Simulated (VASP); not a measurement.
# Bi2Te3 (Tellurobismuthite): zone-centre modes, functional by functional, part 3 of 3

How much do the zone-centre frequencies of Bi2Te3 (Tellurobismuthite) depend on the functional? The starting structure is a measured crystal structure from the Crystallography Open Database.

VASP 6.6.1.

Results so far: LDA A1g (2) 141.5 cm⁻¹; LDA at the measured cell A1g (2) 138.8 cm⁻¹; PBEsol A1g (2) 140.2 cm⁻¹; PBE A1g (2) 137.8 cm⁻¹; PBEsol + D3(BJ) A1g (2) 146.5 cm⁻¹.

## 7. Modes with r2SCAN

Level of this step: r2SCAN; plane waves and PAW (Bi_d, Te) (VASP).

r2SCAN adds the kinetic-energy density, costs more than a GGA and is run with LASPH. The cell comes from a relaxation at this level, not shown (181.90 Å³).

File INCAR:

```
SYSTEM = Bi2Te3
PREC = Accurate
ENCUT = 450
EDIFF = 1E-08
NELM = 100
ISMEAR = 0
SIGMA = 0.03
LREAL = .FALSE.
ALGO = Normal
METAGGA = R2SCAN
LASPH = .TRUE.
NBANDS = 30
LORBIT = 11
LWAVE = .FALSE.
LCHARG = .FALSE.
KPAR = 16
IBRION = 6
NFREE = 2
POTIM = 0.015
NSW = 1
ISIF = 2
```

File POSCAR:

```
Bi2Te3
1.0
   -4.4167175725      0.0000000000      0.0000000000
    2.2083587862     -3.8249896191      0.0000000000
    2.2083587862      1.2749965397     10.7671687563
Bi Te
2 3
Direct
    0.2063727231      0.6031863616      0.8095590848
    0.7936272769      0.3968136384      0.1904409152
    0.5662649124      0.7831324562      0.3493973686
    0.4337350876      0.2168675438      0.6506026314
    0.0000000000      0.0000000000      0.0000000000
```

File KPOINTS:

```
Automatic mesh
0
Gamma
6 6 6
0 0 0
```

Potentials, in the order of the species: Bi_d and Te (PBE family, release 64).

The run is started by

```console
$ mpirun -np 16 vasp_std
```

Output:

```text
[banner, memory and clock lines left out]
running   16 mpi-ranks, on    1 nodes
[...]
[... a notice as in an earlier step ...]

 [... a notice as in an earlier step ...]

 LDA part: xc-table for (None), standard interpolation
 POSCAR, INCAR and KPOINTS ok, starting setup
[...]
entering main loop
       N       E                     dE             d eps       ncg     rms          rms(c)
DAV:   1     0.236619072138E+03    0.23662E+03   -0.20657E+04  1928   0.140E+03
DAV:   2    -0.161754764845E+03   -0.39837E+03   -0.38538E+03  2084   0.373E+02
DAV:   3    -0.202832268483E+03   -0.41078E+02   -0.39712E+02  2490   0.138E+02
DAV:   4    -0.204499332613E+03   -0.16671E+01   -0.16567E+01  2270   0.302E+01
[...]
DAV:  23    -0.194601970870E+03   -0.23627E-07   -0.68296E-10  1098   0.188E-04    0.768E-04
DAV:  24    -0.194601970885E+03   -0.14606E-07   -0.34959E-10  1068   0.149E-04    0.444E-04
DAV:  25    -0.194601970894E+03   -0.92314E-08   -0.20738E-10  1044   0.115E-04
   1 F= -.19460197E+03 E0= -.19460197E+03  d E =-.162878E-21
[... from here on, the cycles between the ionic steps are left out ...]
   2 F= -.19460170E+03 E0= -.19460170E+03  d E =-.316198E-22
   3 F= -.19460171E+03 E0= -.19460171E+03  d E =-.315933E-22
   4 F= -.19460111E+03 E0= -.19460111E+03  d E =-.306785E-19
   5 F= -.19460111E+03 E0= -.19460111E+03  d E =-.195158E-22
   6 F= -.19460159E+03 E0= -.19460159E+03  d E =-.476036E-22
   7 F= -.19460159E+03 E0= -.19460159E+03  d E =-.473733E-22
   8 F= -.19460132E+03 E0= -.19460132E+03  d E =-.540877E-19
   9 F= -.19460132E+03 E0= -.19460132E+03  d E =-.658247E-23
  10 F= -.19460165E+03 E0= -.19460165E+03  d E =-.128420E-21
  11 F= -.19460165E+03 E0= -.19460165E+03  d E =-.128409E-21
  12 F= -.19460142E+03 E0= -.19460142E+03  d E =-.284422E-21
  13 F= -.19460142E+03 E0= -.19460142E+03  d E =-.284192E-21
 Finite differences progress:
  Degree of freedom:   6/  6
  Displacement:        2/  2
  Total:              12/ 12
```

Run time: 19 min. Hardware: 16 MPI ranks of AMD EPYC 7R43, shared host; peak memory 14 GiB.

OUTCAR, selected parts (step 7):

```text
  Total       -0.0004288     -0.0004288      0.0073888     -0.0000000      0.0000000     -0.0000000
  in kB       -0.0037767     -0.0037767      0.0650804     -0.0000000      0.0000000     -0.0000000
  external PRESSURE =       0.0191757 kB  Pullay stress =       0.0000000 kB

 POSITION                                       TOTAL-FORCE (eV/Angst)
 -----------------------------------------------------------------------------------
      2.20836     -1.27500      8.71666         0.000000      0.000000     -0.026287
     -2.20836     -1.27500      2.05051         0.000000      0.000000     -0.026392
     -0.00000     -2.54999      3.76202         0.000000      0.000000     -0.009752
     -0.00000      0.00000      7.00515         0.000000      0.000000     -0.010564
      0.00000      0.00000     -0.01500        -0.000000     -0.000000      0.072995
 -----------------------------------------------------------------------------------
    total drift:                               -0.000000     -0.000000      0.000107

  FREE ENERGIE OF THE ION-ELECTRON SYSTEM (eV)
  ---------------------------------------------------
  free  energy   TOTEN  =      -194.6014231572 eV

  energy  without entropy=     -194.6014231572  energy(sigma->0) =     -194.60142316

[... 1 part as in an earlier step ...]

[... 2 further parts left out ...]
[key lines of the parts left out:]
E-fermi :   5.1245
```

With r2SCAN the modes are at the top A1g (2) 145.2, A2u (2) 135.2 cm⁻¹, at the bottom A1g (1) 57.5, Eg (1) 36.2 cm⁻¹, with 4 more of the listed ones between; the largest shift is -9.3 cm⁻¹, in Eu (1), from LDA.

## 8. Modes with r2SCAN + rVV10

rVV10 adds a nonlocal correlation energy for dispersion. The cell comes from a relaxation at this level, not shown (175.59 Å³).

Changes to INCAR since step 7:

```diff
@@ -10,2 +10,6 @@
 METAGGA = R2SCAN
+LUSE_VDW = .TRUE.
+IVDW_NL = 2
+BPARAM = 11.95
+CPARAM = 0.0093
 LASPH = .TRUE.
```

File POSCAR:

```
Bi2Te3
1.0
   -4.3983721267      0.0000000000      0.0000000000
    2.1991860634     -3.8091019970      0.0000000000
    2.1991860634      1.2697006656     10.4807663065
Bi Te
2 3
Direct
    0.2034915369      0.6017457684      0.8052373053
    0.7965084631      0.3982542316      0.1947626947
    0.5724877338      0.7862438669      0.3587316007
    0.4275122662      0.2137561331      0.6412683993
    0.0000000000      0.0000000000      0.0000000000
```

KPOINTS is that of step 7.

The run is started by

```console
$ mpirun -np 16 vasp_std
```

Output:

```text
[banner, memory and clock lines left out]
running   16 mpi-ranks, on    1 nodes
[...]
[... a notice as in an earlier step ...]

|                                                                             |
|               ----> ADVICE to this user running VASP <----                  |
|                                                                             |
|     You have switched on vdW-DFT.                                           |
|     This routine was written and supplied by Jiri Klimes. We recommend      |
|     that you carefully read and cite the following publications:            |
|       J. Klimes, D.R. Bowler, A. Michelides                                 |
|          J. Phys.: Cond Matt. 22 022201 (2010)                              |
|       J. Klimes, D.R. Bowler, A. Michelides                                 |
|          Phys. Rev. B. 83, 195131 (2011)                                    |
|     and references therein.                                                 |
[...]
Total rVV10 correction in eV:      1.3120973    60.1401928
Total rVV10 correction in eV:      1.3120973    60.1401928
Total rVV10 correction in eV:      1.3120973    60.1401928
Total rVV10 correction in eV:      1.3120973    60.1401928
Total rVV10 correction in eV:      1.3120973    60.1401928
Total rVV10 correction in eV:      1.3120973    60.1401928
Total rVV10 correction in eV:      1.3120973    60.1401928
   1 F= -.19327253E+03 E0= -.19327253E+03  d E =-.163383E-21
[... from here on, the cycles between the ionic steps are left out ...]
   2 F= -.19327225E+03 E0= -.19327225E+03  d E =-.129669E-21
   3 F= -.19327224E+03 E0= -.19327224E+03  d E =-.128977E-21
   4 F= -.19327166E+03 E0= -.19327166E+03  d E =-.885724E-22
   5 F= -.19327166E+03 E0= -.19327166E+03  d E =-.661565E-21
   6 F= -.19327213E+03 E0= -.19327213E+03  d E =-.278529E-23
   7 F= -.19327213E+03 E0= -.19327213E+03  d E =-.278000E-23
   8 F= -.19327184E+03 E0= -.19327184E+03  d E =-.143015E-18
   9 F= -.19327189E+03 E0= -.19327189E+03  d E =-.111855E-24
[...]
hard stop encountered!  aborting job ...
[...]
|     The electronic self-consistency was not achieved in the given           |
[...]
soft stop encountered!  aborting job ...
  10 F= -.19327220E+03 E0= -.19327220E+03  d E =-.163605E-21
 deleting file STOPCAR
```

The job ended after 31 min (16 MPI ranks; peak memory 16 GiB).

The run was stopped at its time limit.

## 9. Comparison

```
                     run            ended  A1g (2)  A2u (2)  Eg (2)  A2u (1)  Eu (2)  Eu (1)  A1g (1)  Eg (1)  core minutes
                     LDA        converged    141.5    127.0   112.1    104.4   100.6    70.2     64.2    42.2          68.8
LDA at the measured cell        converged    138.8    126.2   107.7    103.3    98.7    66.4     57.8    39.4          73.9
                  PBEsol        converged    140.2    127.2   109.9    103.7    99.4    69.3     61.1    41.0          71.8
                     PBE        converged    137.8    127.9   103.0    104.0    96.8    62.0     54.3    35.8          71.2
         PBEsol + D3(BJ)        converged    146.5    130.8   117.3    108.2   102.9    77.4     70.4    45.8          59.7
                  r2SCAN        converged    145.2    135.2   106.3    110.3   101.4    60.9     57.5    36.2         306.0
          r2SCAN + rVV10  cut off by time        -        -       -        -       -       -        -       -         496.0
```

Modes are in cm⁻¹, degenerate ones as one, matched between runs by symmetry and order. A number in brackets counts the listed modes of one symmetry from the lowest. The symmetry labels come from an automatic analysis and can be wrong where levels nearly coincide. Core minutes are wall time times ranks of the run shown, on a shared host.

## 10. Summary of results

- A1g (2), LDA: 141.5 cm⁻¹
- Eg (1), LDA: 42.2 cm⁻¹
- A1g (2), LDA at the measured cell: 138.8 cm⁻¹
- Eg (1), LDA at the measured cell: 39.4 cm⁻¹
- A1g (2), PBEsol: 140.2 cm⁻¹
- Eg (1), PBEsol: 41.0 cm⁻¹
- A1g (2), PBE: 137.8 cm⁻¹
- Eg (1), PBE: 35.8 cm⁻¹
- A1g (2), PBEsol + D3(BJ): 146.5 cm⁻¹
- Eg (1), PBEsol + D3(BJ): 45.8 cm⁻¹
- A1g (2), r2SCAN: 145.2 cm⁻¹
- Eg (1), r2SCAN: 36.2 cm⁻¹

In words: Among the runs matched mode by mode, on the cells relaxed at each level, the A1g (2) mode of Bi2Te3 (Tellurobismuthite), the highest of the listed ones in the run with LDA, lies between 138 cm⁻¹ (PBE) and 146 cm⁻¹ (PBEsol + D3(BJ)). Among the runs matched mode by mode, on the cells relaxed at each level, the Eg (1) mode of Bi2Te3 (Tellurobismuthite), the lowest of the listed ones in the run with LDA, lies between 35.8 cm⁻¹ (PBE) and 45.8 cm⁻¹ (PBEsol + D3(BJ)). Taking the measured cell, +3.5 % in volume, instead of the one relaxed with LDA moves A1g (1) by -6.4 cm⁻¹. LASPH is on in some of these runs and off in others, which adds a little to the differences. Spin-orbit coupling is left out, which can matter with elements this heavy. The relaxed cells differ from the measured one by up to 6 % along an edge (r2SCAN), so the modes are those of cells that far off. The frequencies are harmonic, and the splitting of polar modes by their long-range field is left out. No result to use came from r2SCAN + rVV10. Further runs on this material are not shown.

[Lines on the potential files, build, host, timing and source positions are cut from VASP's logs without a mark.]

[Logs are printed without paths, hosts, clocks, repeated set-up lines and the standing remarks that a program may print on its own settings, such as how far it seeks lower states.]

[Hosts, paths, dates, database ids (printed as entryN), source tags and the programs' standing remarks are cut or masked in the printed files.]
